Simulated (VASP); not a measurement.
TiC (rock salt) is relaxed at rising pressure, each step from the one before. Symmetry mostly holds the structure type, and other phases were not tried. The mesh follows the cell, and a change of mesh leaves a small step in the series.

Input:

```
TiC
1.0
    0.00000     2.13208     2.13208
    2.13208     0.00000     2.13208
    2.13208     2.13208     0.00000
Ti C
1 1
Cartesian
  0.00000   0.00000   0.00000
  2.13208   2.13208   2.13208
```

Method: LDA (Ceperley-Alder, Perdew-Zunger), VASP's LDA PAW potentials (set 64) (plane waves; VASP 6.6.1). Settings: 620 eV cut-off, 15×15×15 Γ-centred mesh, first-order Methfessel-Paxton smearing of 0.10 eV, potentials Ti_sv C.

```csv
P (GPa),V (Å³/atom),H − H(0) (eV/atom),space group,gap on the mesh (eV),k-mesh
0,9.69,0.000,Fm-3m,0.00,15×15×15
5,9.52,0.300,Fm-3m,0.00,15×15×15
10,9.37,0.595,Fm-3m,0.00,15×15×15
20,9.10,1.172,Fm-3m,0.00,15×15×15
30,8.86,1.732,Fm-3m,0.00,15×15×15
45,8.55,2.547,Fm-3m,0.00,15×15×15
```

Pressures at which the relaxation failed are left out.

The compound is TiC in the rock salt structure.
